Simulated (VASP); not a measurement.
# SnPt3 (Pm-3m) in VASP: electric field gradients with LDA

Aim: the electric field gradients of SnPt3 with LDA.

All numbers are computed with VASP 6.6.1; they aren't measurements. Logs are shortened: lines on timing, memory, paths and dates and some standing lists are left out, and cuts for length are marked.

## 1. The crystal as given

It takes space group Pm-3m (No. 221, cubic). Conventional cell: a = 4.029 Å, b = 4.029 Å, c = 4.029 Å, α = 90.00°, β = 90.00°, γ = 90.00°. Sn (site symmetry m-3m) is surrounded by 12 Pt at 2.85 Å. Around Pt (site symmetry 4/mmm) lie 4 Sn at 2.85 Å and 8 Pt at 2.85 Å.

The cell comes from a database or a generator and needn't be the stable form of this composition.

## 2. Electric field gradients, LDA

File INCAR:

```
SYSTEM = SnPt3
PREC = Accurate
ENCUT = 520
EDIFF = 1E-8
ISMEAR = -1
SIGMA = 0.08
LREAL = .FALSE.
LASPH = .TRUE.
NELM = 100
ALGO = Fast
ISIF = 2
LWAVE = .FALSE.
LCHARG = .FALSE.
GGA = CA
LEFG = .TRUE.
NBANDS = 30
```

File KPOINTS:

```
Automatic mesh
0
G
  10 10 10
  0 0 0
```

File POSCAR:

```
SnPt3
1.0
    4.0292787600      0.0000000000      0.0000000000
    0.0000000000      4.0292787600      0.0000000000
    0.0000000000      0.0000000000      4.0292787600
Sn Pt
1 3
Direct
    0.0000000000      0.0000000000      0.0000000000
    0.5000000000      0.5000000000      0.0000000000
    0.5000000000      0.0000000000      0.5000000000
    0.0000000000      0.5000000000      0.5000000000
```

Potentials or basis: VASP PAW LDA potentials, release 64 (Sn_d, Pt).

Launch:

```bash
$ cat potpaw_LDA.64/Sn_d/POTCAR potpaw_LDA.64/Pt/POTCAR > POTCAR
$ mpirun -np 1 vasp_std > vasp.out
```

OUTCAR:

```text
SYSTEM = SnPt3
   PREC = Accurate
   ENCUT = 520
   EDIFF = 1E-8
   ISMEAR = -1
   LREAL = .FALSE.
   LASPH = .TRUE.
   NELM = 100
   ISIF = 2
   GGA = CA

 ion  position               nearest neighbor table
   1  0.000  0.000  0.000-   2 2.85   3 2.85   4 2.85   3 2.85   4 2.85   2 2.85   4 2.85   4 2.85
                             2 2.85   3 2.85   3 2.85   2 2.85
   2  0.500  0.500  0.000-   1 2.85   3 2.85   4 2.85   3 2.85   4 2.85   1 2.85   3 2.85   3 2.85
                             1 2.85   4 2.85   4 2.85   1 2.85
   3  0.500  0.000  0.500-   1 2.85   2 2.85   4 2.85   1 2.85   2 2.85   2 2.85   4 2.85   2 2.85
                             1 2.85   4 2.85   1 2.85   4 2.85
   4  0.000  0.500  0.500-   1 2.85   2 2.85   3 2.85   1 2.85   2 2.85   1 2.85   3 2.85   1 2.85
                             2 2.85   3 2.85   2 2.85   3 2.85

  LATTYP: Found a simple cubic cell.
 ALAT       =     4.0292787600

  Lattice vectors:

 A1 = (   4.0292787600,   0.0000000000,   0.0000000000)
 A2 = (   0.0000000000,   4.0292787600,   0.0000000000)
 A3 = (   0.0000000000,   0.0000000000,   4.0292787600)

Analysis of symmetry for initial positions (statically):
=====================================================================
 Subroutine PRICEL returns:
 Original cell was already a primitive cell.

 Routine SETGRP: Setting up the symmetry group for a
 simple cubic supercell.

 Subroutine GETGRP returns: Found 48 space group operations
 (whereof 48 operations were pure point group operations)
 out of a pool of 48 trial point group operations.

The static configuration has the point symmetry O_h .

Analysis of symmetry for dynamics (positions and initial velocities):
=====================================================================
 Subroutine PRICEL returns:
 Original cell was already a primitive cell.

 Routine SETGRP: Setting up the symmetry group for a
 simple cubic supercell.

 Subroutine GETGRP returns: Found 48 space group operations
 (whereof 48 operations were pure point group operations)
 out of a pool of 48 trial point group operations.

The dynamic configuration has the point symmetry O_h .

 Subroutine INISYM returns: Found 48 space group operations
 (whereof 48 operations are pure point group operations),
 and found     1 'primitive' translations

----------------------------------------------------------------------------------------

                                     Primitive cell

  volume of cell :      65.4157

  direct lattice vectors                    reciprocal lattice vectors
     4.029278760  0.000000000  0.000000000     0.248183375  0.000000000  0.000000000
     0.000000000  4.029278760  0.000000000     0.000000000  0.248183375  0.000000000
     0.000000000  0.000000000  4.029278760     0.000000000  0.000000000  0.248183375

  length of vectors
     4.029278760  4.029278760  4.029278760     0.248183375  0.248183375  0.248183375

  position of ions in fractional coordinates (direct lattice)
     0.000000000  0.000000000  0.000000000
     0.500000000  0.500000000  0.000000000
     0.500000000  0.000000000  0.500000000
     0.000000000  0.500000000  0.500000000

  ion indices of the primitive-cell ions
   primitive index   ion index
                 1           1
                 2           2
                 3           3
                 4           4

----------------------------------------------------------------------------------------

 KPOINTS: Automatic mesh

Automatic generation of k-mesh.
 Grid dimensions read from file:
 generate k-points for:   10   10   10

 Generating k-lattice:

  Cartesian coordinates                     Fractional coordinates (reciprocal lattice)
     0.024818337  0.000000000  0.000000000     0.100000000  0.000000000  0.000000000
[... 47 lines left out ...]
   NGX,Y,Z   is equivalent  to a cutoff of  12.38, 12.38, 12.38 a.u.
   NGXF,Y,Z  is equivalent  to a cutoff of  24.76, 24.76, 24.76 a.u.
 SYSTEM =  SnPt3
   PREC   = accura    normal or accurate (medium, high low for compatibility)
   ISTART =      0    job   : 0-new  1-cont  2-samecut
   ICHARG =      2    charge: 1-file 2-atom 10-const
   ISPIN  =      1    spin polarized calculation?
   LNONCOLLINEAR =      F non collinear calculations
   LSORBIT =      F    spin-orbit coupling
   LASPH  =      T    aspherical Exc in radial PAW
   ENCUT  =  520.0 eV  38.22 Ry    6.18 a.u.   7.49  7.49  7.49*2*pi/ulx,y,z
   NELM   =    100;   NELMIN=  2; NELMDL= -5     # of ELM steps
   EDIFF  = 0.1E-07   stopping-criterion for ELM
   LREAL  =      F    real-space projection
   EDIFFG = 0.1E-06   stopping-criterion for IOM
   NSW    =      0    number of steps for IOM
   IBRION =     -1    ionic relax: 0-MD 1-quasi-New 2-CG
   NFREE  =      0    steps in history (QN), initial steepest desc. (CG)
   ISIF   =      2    stress and relaxation
   ISYM   =      2    0-nonsym 1-usesym 2-fastsym
   POTIM  = 0.5000    time-step for ionic-motion
   TEBEG  =    0.0;   TEEND  =   0.0 temperature during run
   PSTRESS=    0.0 pullay stress
   NELECT =      44.0000    total number of electrons
   NUPDOWN=      -1.0000    fix difference up-down
   EMIN   =  10.00;   EMAX   =-10.00  energy-range for DOS
   EFERMI =   0.00;   METHOD = LEGACY
   ISMEAR =    -1;   SIGMA  =   0.08  broadening in eV -4-tet -1-fermi 0-gaus
   EFERMI_NEDOS =   21; number of points for ismear=-14 and -15
   IALGO  =     68    algorithm
   IMIX   =      4    mixing-type and parameters
     AMIX     =   0.40;   BMIX     =  1.00
     AMIX_MAG =   1.60;   BMIX_MAG =  1.00
  volume/ion in A,a.u.               =      16.35       110.36
  Fermi-wavevector in a.u.,A,eV,Ry     =   1.434383  2.710590 27.993362  2.057454
  Thomas-Fermi vector in A             =   2.553797
   LORBIT       =      0    0 simple, 1 ext, 2 COOP (PROOUT), +10 PAW based schemes
   GGA     = CA    functional components
   LHFCALC =     F    Hartree Fock is set to
   AEXX    =    0.0000 exact exchange contribution
   IVDW    =     0    specifies the selected vdW correction
   LEPSILON=     F    determine dielectric tensor
   LRPA    =     F    only Hartree local field effects (RPA)
 non-spin polarized calculation
 RMM-DIIS sequential band-by-band and
  energy-cutoff  :      520.00
  volume of cell :       65.42
 maximum number of plane-waves:      1791
 NGX is ok and might be reduce to    30
   NGX = 15   NGY = 15   NGZ = 15

 number of electron      44.0000015 magnetization

 Free energy of the ion-electron system (eV)
  ---------------------------------------------------
  ext. energy  EPLUGINS =         0.00000000
  ---------------------------------------------------
  free energy    TOTEN  =       -28.54634337 eV

  energy without entropy =      -28.52181599  energy(sigma->0) =      -28.53407968

 E-fermi :  11.4247     XC(G=0): -13.2048

 val. band max:       11.3896216970   @ k =   0.1000   0.1000   0.0000
 cond. band min:      11.5209592521   @ k =   0.0000   0.0000   0.0000
 fundamental gap:      0.1313375551
 Fermi energy:        11.4246713400

 k-point     1 :       0.0000    0.0000    0.0000
  band No.  band energies     occupation
      1     -10.4347      2.00000
      2     -10.4347      2.00000
      3     -10.4209      2.00000
      4     -10.4209      2.00000
      5     -10.4209      2.00000
      6      -0.4228      2.00000
[... 781 lines left out ...]
     29      19.3114      0.00000
     30      20.6662      0.00000

 [... further k-points ...]

------------------------ aborting loop because EDIFF is reached ----------------------------------------

  FORCE on cell =-STRESS in cart. coord.  units (eV):
  Direction    XX          YY          ZZ          XY          YZ          ZX
  --------------------------------------------------------------------------------------
  -------------------------------------------------------------------------------------
  Total       -3.0910794     -3.0910794     -3.0910794      0.0000000     -0.0000000     -0.0000000
  in kB      -75.7074821    -75.7074821    -75.7074821      0.0000000     -0.0000000     -0.0000000
  external PRESSURE =     -75.7074821 kB  Pullay stress =       0.0000000 kB

 VOLUME and BASIS-vectors are now :
 -----------------------------------------------------------------------------
  energy-cutoff  :      520.00
  volume of cell :       65.42
      direct lattice vectors                 reciprocal lattice vectors
     4.029278760  0.000000000  0.000000000     0.248183375  0.000000000  0.000000000
     0.000000000  4.029278760  0.000000000     0.000000000  0.248183375  0.000000000
     0.000000000  0.000000000  4.029278760     0.000000000  0.000000000  0.248183375

 POSITION                                       TOTAL-FORCE (eV/Angst)
 -----------------------------------------------------------------------------------
      0.00000      0.00000      0.00000         0.000000      0.000000      0.000000
      2.01464      2.01464      0.00000         0.000000      0.000000      0.000000
      2.01464      0.00000      2.01464         0.000000      0.000000      0.000000
      0.00000      2.01464      2.01464         0.000000      0.000000      0.000000
 -----------------------------------------------------------------------------------
    total drift:                                0.000000      0.000000     -0.000000

  FREE ENERGIE OF THE ION-ELECTRON SYSTEM (eV)
  ---------------------------------------------------
  free  energy   TOTEN  =       -28.5463433657 eV

  energy  without entropy=      -28.5218159861  energy(sigma->0) =      -28.53407968

 Electric field gradients (V/A^2)
---------------------------------------------------------------------
 ion       V_xx      V_yy      V_zz      V_xy      V_xz      V_yz
---------------------------------------------------------------------
   1      -0.000    -0.000     0.000    -0.000     0.000    -0.000
   2      69.881    69.881  -139.762    -0.000     0.000    -0.000
   3      69.881  -139.762    69.881     0.000    -0.000    -0.000
   4    -139.762    69.881    69.881    -0.000     0.000    -0.000
---------------------------------------------------------------------

 Electric field gradients after diagonalization (V/A^2)
 (convention: |V_zz| > |V_xx| > |V_yy|)
----------------------------------------------------------------------
 ion       V_xx      V_yy      V_zz     asymmetry (V_yy - V_xx)/ V_zz
----------------------------------------------------------------------
   1      -0.000    -0.000     0.000       0.066
   2      69.881    69.881  -139.762       0.000
   3      69.881    69.881  -139.762       0.000
   4      69.881    69.881  -139.762       0.000
----------------------------------------------------------------------

           NMR quadrupolar parameters

 Cq : quadrupolar parameter    Cq=e*Q*V_zz/h
 eta: asymmetry parameters     (V_yy - V_xx)/ V_zz
 Q  : nuclear electric quadrupole moment in mb (millibarn)
----------------------------------------------------------------------
 ion       Cq(MHz)       eta       Q (mb)
----------------------------------------------------------------------
   1       0.000       0.066       1.000
   2      -0.338       0.000       1.000
   3      -0.338       0.000       1.000
   4      -0.338       0.000       1.000
----------------------------------------------------------------------
```

Run time: 1.8 min. Hardware: 1 thread of Intel Xeon Platinum 8488C (Sapphire Rapids), shared host; peak memory 0.21 GiB.

What came out:

- Free energy: -28.5463 eV
- Pressure: -7.6 GPa
- Band gap on the k mesh: none (metal or under the smearing width)

Levels at points of the mesh, in eV from the Fermi level:
| k point | band 20 | band 21 | band 22 | band 23 | band 24 | band 25 |
| --- | --- | --- | --- | --- | --- | --- |
| (0.00, 0.00, 0.00) | -1.22 | -0.42 | 0.10 | 0.10 | 0.10 | 2.69 |
| (0.50, 0.00, 0.00) | -2.31 | -1.12 | 0.10 | 1.69 | 3.81 | 3.81 |
| (0.50, 0.50, 0.00) | -2.05 | -1.89 | -1.55 | 0.86 | 0.86 | 5.01 |
| (0.50, 0.50, 0.50) | -2.06 | -0.68 | -0.34 | -0.34 | -0.34 | 0.75 |

Electric field gradients, principal values (V/Å²):
```tsv
atom	Vxx	Vyy	Vzz
1 Sn	0.000	0.000	0.000
2 Pt	69.881	69.881	-139.762
3 Pt	69.881	69.881	-139.762
4 Pt	69.881	69.881	-139.762
```

The run has no spin-orbit coupling, so splittings on Pt are missing.
